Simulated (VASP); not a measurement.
**KCoN: a series over U**

Wanted: how far the results for KCoN hang on the Hubbard correction. The start is a computed cell from the Materials Project.

Method: PBEsol, spin-polarised from a ferromagnetic start; plane waves and PAW (Co, K_sv, N), in the first sound run; inputs show where later runs differ, in VASP 6.6.1.

This is a report of a sequence of runs, with most program output left out.

## 1. The structure

Symmetry: Pnma, No. 62, orthorhombic system. The conventional cell has a = 10.291 Å, b = 3.480 Å, c = 6.305 Å, α = 90.00°, β = 90.00°, γ = 90.00°. Co has 3 N at 1.78 to 1.94 Å nearest. Nearest to K lie 4 N at 2.83 to 3.36 Å and 1 Co at 3.26 Å. Nearest to N lie 3 Co at 1.78 to 1.94 Å and 4 K at 2.83 to 3.36 Å. Farther neighbours and most contacts between anions are not listed.

## 2. Series over U, start order fm, U 0

U penalises partly filled orbitals; repeating the run over U shows how far moments and gap depend on it.

INCAR

```
SYSTEM = KCoN
PREC = Normal
ENCUT = 480
EDIFF = 1E-06
NELM = 150
ISMEAR = 0
SIGMA = 0.05
LREAL = .FALSE.
ALGO = Normal
GGA = PS
NBANDS = 62
ISPIN = 2
MAGMOM = 2 2 2 2 0 0 0 0 0 0 0 0
LASPH = .TRUE.
LMAXMIX = 4
LORBIT = 11
LWAVE = .FALSE.
LCHARG = .FALSE.
KPAR = 2
AMIX = 0.2
BMIX = 1E-04
AMIX_MAG = 0.8
BMIX_MAG = 1E-04
NEDOS = 1200
```

POSCAR

```
KCoN
1.0
   10.2914570000      0.0000000000      0.0000000000
    0.0000000000      3.4799790000      0.0000000000
    0.0000000000      0.0000000000      6.3045690000
Co K N
4 4 4
Direct
    0.9564880000      0.7500000000      0.1003620000
    0.4564880000      0.7500000000      0.3996380000
    0.0435120000      0.2500000000      0.8996380000
    0.5435120000      0.2500000000      0.6003620000
    0.8355130000      0.7500000000      0.5775570000
    0.3355130000      0.7500000000      0.9224430000
    0.1644870000      0.2500000000      0.4224430000
    0.6644870000      0.2500000000      0.0775570000
    0.5641710000      0.7500000000      0.6525570000
    0.0641710000      0.7500000000      0.8474430000
    0.4358290000      0.2500000000      0.3474430000
    0.9358290000      0.2500000000      0.1525570000
```

KPOINTS

```
Automatic mesh
0
Gamma
2 5 3
0 0 0
```

The projector-augmented-wave data sets are Co, K_sv and N (PBE family, release 64).

Started as:

```bash
> mpirun -np 2 vasp_std
```

The job ended after 70 s (2 MPI ranks of Intel Xeon 6975P-C (Granite Rapids), shared host; peak memory 0.71 GiB).

The magnetic state follows from one typed start and may not be the lowest. The k-mesh is coarse for a metal. The PAW data sets were made with PBE, which is usual practice but a small mismatch for other functionals.

Numbers from this step:

- electronic cycles: 18
- electrons: 92
- free energy (TOTEN): -71.0780 eV
- energy at zero smearing: -71.0724 eV
- Fermi energy: 3.333 eV
- moment of the cell, from the last line of the log: 1.600 μB
- labelled metallic, from the levels on this mesh: yes
- DOS at the Fermi level: 9.467 states/eV/cell

Spin moment in the PAW sphere by atom:

```tsv
atom	spin moment in the PAW sphere (μB)
Co1	0.336
Co2	0.336
Co3	0.336
Co4	0.336
K5	-0.002
K6	-0.002
K7	-0.002
K8	-0.002
N9	0.062
N10	0.062
N11	0.062
N12	0.062
```

The density of states has structure finer than the step of the table below, so its rows give means over 1 eV, whole bins alone (the curve runs from -12.0 to 6.91 eV). Peaks (eV: height): total up -4.9: 13.2, -4.7: 13.6, -1.8: 13.8, -1.5: 16.7; total down -4.5: 13.2, -1.4: 19.3, -1.1: 14.8, 0.4: 16; Co s up -7.0: 1.34, -6.7: 1.16, -6.0: 0.598, -4.9: 0.634; Co s down -6.9: 1.31, -6.5: 1.50, -5.8: 0.659, -4.8: 0.663; Co p up -4.9: 1.40, -4.7: 1.42, -4.0: 1.15, -3.1: 1.18.

Means over bins of 0.066 eV. Table of density of states by energy, zero at the Fermi level; means over each step; 7 of 17 lines; values in states/eV/cell:

```tsv
energy (eV)	total up	total down	Co s up	Co s down	Co p up	Co p down	Co d up
-8	0	0	0	0	0	0	0
-7	1.60	1.34	0.292	0.247	0.0459	0.0320	0.550
-6	0.931	1.06	0.0686	0.119	0.0526	0.0674	0.339
-5	6.48	5.35	0.127	0.125	0.431	0.317	2.18
-4	3.01	4.06	0.00582	0.0143	0.235	0.383	0.804
-3	1.22	1.41	0.00399	0.00224	0.122	0.104	0.845
-2	5.80	2.35	0.137	0.0984	0.0404	0.0122	4.48
-1	6.20	9.38	0.123	0.161	0.0993	0.128	4.97
0	3.16	2.31	0.0179	0.0140	0.0231	0.0138	2.05
1	2.57	3.51	0.0501	0.0419	0.0695	0.0645	1.30
2	3.19	3.10	0.0199	0.0207	0.110	0.109	0.825
3	2.69	2.88	0.00869	0.00843	0.124	0.126	0.245
4	3.84	3.83	0.0352	0.0335	0.0697	0.0682	0.337
5	1.38	1.48	0.0124	0.0129	0.0240	0.0258	0.122
6	0	0	0	0	0	0	0
```

Force by atom:

```tsv
atom	x (eV/Å)	y (eV/Å)	z (eV/Å)	size
Co1	0.186	0.000	-0.246	0.309
Co2	0.186	0.000	0.246	0.309
Co3	-0.186	0.000	0.246	0.309
Co4	-0.186	0.000	-0.246	0.309
K5	0.009	0.000	-0.001	0.009
K6	0.009	0.000	0.001	0.009
K7	-0.009	0.000	0.001	0.009
K8	-0.009	0.000	-0.001	0.009
N9	-0.220	0.000	-0.289	0.363
N10	-0.220	0.000	0.289	0.363
N11	0.220	0.000	0.289	0.363
N12	0.220	0.000	-0.289	0.363
```

The density of states holds every band computed, so its fall toward the upper end of the range is no gap.

Energy at zero smearing: -71.07244 eV.

## 3. Series over U, start order AFM, U 0

This step: PBEsol, spin-polarised from an antiferromagnetic start; plane waves and PAW (Co, K_sv, N) (VASP 6.6.1).

Changes to INCAR since step 2:

```diff
@@ -12,3 +12,3 @@
 ISPIN = 2
-MAGMOM = 2 2 2 2 0 0 0 0 0 0 0 0
+MAGMOM = 2 -2 2 -2 0 0 0 0 0 0 0 0
 LASPH = .TRUE.
```

POSCAR is that of step 2.

KPOINTS is that of step 2.

Started as:

```bash
> mpirun -np 2 vasp_std
```

It took 75 s on 2 MPI ranks; peak memory 0.71 GiB.

This step gave:

| Quantity | Value |
| --- | --- |
| electronic cycles | 19 |
| free energy (TOTEN) | -71.0765 eV |
| energy at zero smearing | -71.0700 eV |
| Fermi energy | 3.330 eV |

Spin moment in the PAW sphere by atom:

```tsv
atom	spin moment in the PAW sphere (μB)
Co1	0.336
Co2	-0.336
Co3	0.336
Co4	-0.336
K5	-0.001
K6	0.001
K7	-0.001
K8	0.001
N9	-0.063
N10	0.063
N11	-0.063
N12	0.063
```

Force by atom:

```tsv
atom	x (eV/Å)	y (eV/Å)	z (eV/Å)	size
Co1	0.183	0.000	-0.245	0.305
Co2	0.183	0.000	0.245	0.305
Co3	-0.183	0.000	0.245	0.305
Co4	-0.183	0.000	-0.245	0.305
K5	0.009	0.000	-0.002	0.009
K6	0.009	0.000	0.002	0.009
K7	-0.009	0.000	0.002	0.009
K8	-0.009	0.000	-0.002	0.009
N9	-0.222	0.000	-0.288	0.364
N10	-0.222	0.000	0.288	0.364
N11	0.222	0.000	0.288	0.364
N12	0.222	0.000	-0.288	0.364
```

Energy at zero smearing: -71.06997 eV.

The run ends at a pressure of -3.64 GPa, with forces up to 0.36 eV/Å.

## 4. Series over U, start order fm, U 2

This step: PBEsol, DFT+U (Co d 2 eV), spin-polarised from a ferromagnetic start; plane waves and PAW (Co, K_sv, N) (VASP 6.6.1).

Changes to INCAR since step 3:

```diff
@@ -12,3 +12,9 @@
 ISPIN = 2
-MAGMOM = 2 -2 2 -2 0 0 0 0 0 0 0 0
+MAGMOM = 2 2 2 2 0 0 0 0 0 0 0 0
+LDAU = .TRUE.
+LDAUTYPE = 2
+LDAUL = 2 -1 -1
+LDAUU = 2 0 0
+LDAUJ = 0 0 0
+LDAUPRINT = 1
 LASPH = .TRUE.
```

POSCAR is that of step 3.

KPOINTS is that of step 3.

Started as:

```bash
> mpirun -np 2 vasp_std
```

Elapsed: 89 s, on 2 MPI ranks; peak memory 0.72 GiB; 2.8 min of CPU time.

Spin moment in the PAW sphere by atom:

```tsv
atom	spin moment in the PAW sphere (μB)
Co1	0.725
Co2	0.725
Co3	0.725
Co4	0.725
K5	-0.003
K6	-0.003
K7	-0.003
K8	-0.003
N9	0.070
N10	0.070
N11	0.070
N12	0.070
```

Energy at zero smearing: -63.71094 eV.

The run ends at a pressure of -4.04 GPa, with forces up to 0.58 eV/Å.

## 5. Series over U, start order AFM, U 2

This step: PBEsol, DFT+U (Co d 2 eV), spin-polarised from an antiferromagnetic start; plane waves and PAW (Co, K_sv, N) (VASP 6.6.1).

Changes to INCAR since step 4:

```diff
@@ -12,3 +12,3 @@
 ISPIN = 2
-MAGMOM = 2 2 2 2 0 0 0 0 0 0 0 0
+MAGMOM = 2 -2 2 -2 0 0 0 0 0 0 0 0
 LDAU = .TRUE.
```

POSCAR is that of step 4.

KPOINTS is that of step 4.

Started as:

```bash
> mpirun -np 2 vasp_std
```

Wall time 88 s (2 MPI ranks); peak memory 0.71 GiB.

The gap is read on the k-mesh alone, so it is an upper bound where the band edges lie off the mesh. The gap is under twice the smearing width, so the edge states are partly filled and the run can't tell a small gap from a semimetal.

Spin moment in the PAW sphere by atom:

```tsv
atom	spin moment in the PAW sphere (μB)
Co1	0.882
Co2	-0.882
Co3	0.882
Co4	-0.882
K5	-0.001
K6	0.001
K7	-0.001
K8	0.001
N9	-0.077
N10	0.077
N11	-0.077
N12	0.077
```

Energy at zero smearing: -63.65521 eV.

## 6. Series over U, start order fm, U 5

This step: PBEsol, DFT+U (Co d 5 eV), spin-polarised from a ferromagnetic start; plane waves and PAW (Co, K_sv, N) (VASP 6.6.1).

Changes to INCAR since step 5:

```diff
@@ -12,3 +12,3 @@
 ISPIN = 2
-MAGMOM = 2 -2 2 -2 0 0 0 0 0 0 0 0
+MAGMOM = 2 2 2 2 0 0 0 0 0 0 0 0
 LDAU = .TRUE.
@@ -16,3 +16,3 @@
 LDAUL = 2 -1 -1
-LDAUU = 2 0 0
+LDAUU = 5 0 0
 LDAUJ = 0 0 0
```

POSCAR is that of step 5.

KPOINTS is that of step 5.

Started as:

```bash
> mpirun -np 2 vasp_std
```

The job ended after 9 min (2 MPI ranks; peak memory 0.74 GiB).

The electronic loop did not meet EDIFF within NELM cycles, so this run is left out of the comparison.

## 7. Series over U, start order AFM, U 5

This step: PBEsol, DFT+U (Co d 5 eV), spin-polarised from an antiferromagnetic start; plane waves and PAW (Co, K_sv, N) (VASP 6.6.1).

Changes to INCAR since step 6:

```diff
@@ -12,3 +12,3 @@
 ISPIN = 2
-MAGMOM = 2 2 2 2 0 0 0 0 0 0 0 0
+MAGMOM = 2 -2 2 -2 0 0 0 0 0 0 0 0
 LDAU = .TRUE.
```

POSCAR is that of step 6.

KPOINTS is that of step 6.

Started as:

```bash
> mpirun -np 2 vasp_std
```

It took 2.5 min on 2 MPI ranks; peak memory 0.75 GiB; 4.9 min of CPU time.

Energy at zero smearing: -55.00342 eV.

The run ends at a pressure of 0.32 GPa, with forces up to 0.20 eV/Å.

## 8. Series over U, start order fm, U 6

This step: PBEsol, DFT+U (Co d 6 eV), spin-polarised from a ferromagnetic start; plane waves and PAW (Co, K_sv, N) (VASP 6.6.1).

Changes to INCAR since step 7:

```diff
@@ -12,3 +12,3 @@
 ISPIN = 2
-MAGMOM = 2 -2 2 -2 0 0 0 0 0 0 0 0
+MAGMOM = 2 2 2 2 0 0 0 0 0 0 0 0
 LDAU = .TRUE.
@@ -16,3 +16,3 @@
 LDAUL = 2 -1 -1
-LDAUU = 5 0 0
+LDAUU = 6 0 0
 LDAUJ = 0 0 0
```

POSCAR is that of step 7.

KPOINTS is that of step 7.

Started as:

```bash
> mpirun -np 2 vasp_std
```

The job ended after 2.2 min (2 MPI ranks; peak memory 0.74 GiB; 4.4 min of CPU time).

Spin moment in the PAW sphere by atom:

```tsv
atom	spin moment in the PAW sphere (μB)
Co1	1.73
Co2	1.73
Co3	1.73
Co4	1.73
K5	0.00
K6	0.00
K7	0.00
K8	0.00
N9	0.09
N10	0.09
N11	0.09
N12	0.09
```

The density of states holds every band computed, so its fall toward the upper end of the range is no gap.

Energy at zero smearing: -52.66541 eV.

## 9. Series over U, start order AFM, U 6

This step: PBEsol, DFT+U (Co d 6 eV), spin-polarised from an antiferromagnetic start; plane waves and PAW (Co, K_sv, N) (VASP 6.6.1).

Changes to INCAR since step 8:

```diff
@@ -12,3 +12,3 @@
 ISPIN = 2
-MAGMOM = 2 2 2 2 0 0 0 0 0 0 0 0
+MAGMOM = 2 -2 2 -2 0 0 0 0 0 0 0 0
 LDAU = .TRUE.
```

POSCAR is that of step 8.

KPOINTS is that of step 8.

Started as:

```bash
> mpirun -np 2 vasp_std
```

It took 2 min on 2 MPI ranks; peak memory 0.73 GiB.

Spin moment in the PAW sphere by atom:

```tsv
atom	spin moment in the PAW sphere (μB)
Co1	1.73
Co2	-1.73
Co3	1.73
Co4	-1.73
K5	0.00
K6	0.00
K7	0.00
K8	0.00
N9	-0.10
N10	0.10
N11	-0.10
N12	0.10
```

Energy at zero smearing: -52.66639 eV.

The run ends at a pressure of -0.04 GPa, with forces up to 0.18 eV/Å.

## 10. Series over U, start order fm, U 6 (run 2)

This step: PBEsol, DFT+U (Co d 6 eV), spin-polarised from a ferromagnetic start; plane waves and PAW (Co, K_sv, N) (VASP 6.6.1).

Changes to INCAR since step 9:

```diff
@@ -12,8 +12,8 @@
 ISPIN = 2
-MAGMOM = 2 -2 2 -2 0 0 0 0 0 0 0 0
+MAGMOM = 2 2 2 2 0 0 0 0 0 0 0 0
 LDAU = .TRUE.
-LDAUTYPE = 2
+LDAUTYPE = 1
 LDAUL = 2 -1 -1
 LDAUU = 6 0 0
-LDAUJ = 0 0 0
+LDAUJ = 0.5 0 0
 LDAUPRINT = 1
```

POSCAR is that of step 9.

KPOINTS is that of step 9.

Started as:

```bash
> mpirun -np 2 vasp_std
```

Run time: 1.9 min. Hardware: 2 MPI ranks; peak memory 0.72 GiB; 3.7 min of CPU time.

Energy at zero smearing: -54.11547 eV.

The run ends at a pressure of 0.06 GPa, with forces up to 0.17 eV/Å.

## 11. Series over U, start order AFM, U 6 (run 2)

This step: PBEsol, DFT+U (Co d 6 eV), spin-polarised from an antiferromagnetic start; plane waves and PAW (Co, K_sv, N) (VASP 6.6.1).

Changes to INCAR since step 10:

```diff
@@ -12,3 +12,3 @@
 ISPIN = 2
-MAGMOM = 2 2 2 2 0 0 0 0 0 0 0 0
+MAGMOM = 2 -2 2 -2 0 0 0 0 0 0 0 0
 LDAU = .TRUE.
```

POSCAR is that of step 10.

KPOINTS is that of step 10.

Started as:

```bash
> mpirun -np 2 vasp_std
```

Wall time 2.1 min (2 MPI ranks); peak memory 0.74 GiB; 4.1 min of CPU time.

Spin moment in the PAW sphere by atom:

```tsv
atom	spin moment in the PAW sphere (μB)
Co1	1.69
Co2	-1.69
Co3	1.69
Co4	-1.69
K5	0.00
K6	0.00
K7	0.00
K8	0.00
N9	-0.10
N10	0.10
N11	-0.10
N12	0.10
```

The density of states holds every band computed, so its fall toward the upper end of the range is no gap.

Energy at zero smearing: -54.11600 eV.

## 12. Summary

This step: DFT+U series, PBEsol; plane waves and PAW (VASP 6.6.1).

No new run; the numbers come from the runs before.

Energies at different U are not comparable. U series, by row:

```tsv
U (eV)	J (eV)	LDAUTYPE	start	energy (eV/atom)	mean moment (μB)	gap on the mesh (eV)	pressure (GPa)
0	0	-	fm	-5.923	0.336	0	-3.647
0	0	-	afm	-5.923	0.336	0	-3.64
2	0	2	fm	-5.309	0.725	0	-4.043
2	0	2	afm	-5.305	0.882	0.0474	-3.634
5	0	2	afm	-4.584	1.69	0	0.3167
6	0	2	fm	-4.389	1.725	0	-0.03785
6	0	2	afm	-4.389	1.726	0	-0.03834
6	0.5	1	fm	-4.51	1.693	0	0.0581
6	0.5	1	afm	-4.51	1.694	0	0.06329
```

## 13. What came out

| Property | Result |
| --- | --- |
| U = 0 eV, J = 0 eV, fm start | mean size of the moments 0.34 μB |
| U = 0 eV, J = 0 eV, afm start | mean size of the moments 0.34 μB |
| U = 2 eV, J = 0 eV, fm start | mean size of the moments 0.72 μB |
| U = 2 eV, J = 0 eV, afm start | mean size of the moments 0.88 μB |
| U = 5 eV, J = 0 eV, afm start | mean size of the moments 1.69 μB |
| U = 6 eV, J = 0 eV, fm start | mean size of the moments 1.73 μB |
| U = 6 eV, J = 0 eV, afm start | mean size of the moments 1.73 μB |
| U = 6 eV, J = 0.5 eV, fm start | mean size of the moments 1.69 μB |
| U = 6 eV, J = 0.5 eV, afm start | mean size of the moments 1.69 μB |

**Reading.** For the ferromagnetic start without J, from U = 0 to 6 eV the mean moment goes from 0.34 to 1.73 μB, the cell stays metallic, and the pressure goes from -3.6 to 0.0 GPa. A jump between neighbouring rows can also mean that the runs ended in different spin or orbital states. U acts inside the PAW spheres, so the same number means something else in a code with other projectors.

[Lines on the potential files, build, host, timing and source positions are cut from VASP's logs without a mark.]

[Logs are printed without paths, hosts, clocks, repeated set-up lines and the standing remarks that a program may print on its own settings, such as how far it seeks lower states.]

[Hosts, paths, dates, database ids (printed as entryN), source tags and the programs' standing remarks are cut or masked in the printed files.]

[In band tables of VASP the shares of atoms and orbitals are scaled to a sum of 1 inside the atoms' spheres.]

[Runs that stopped without an error message from VASP are left out.]
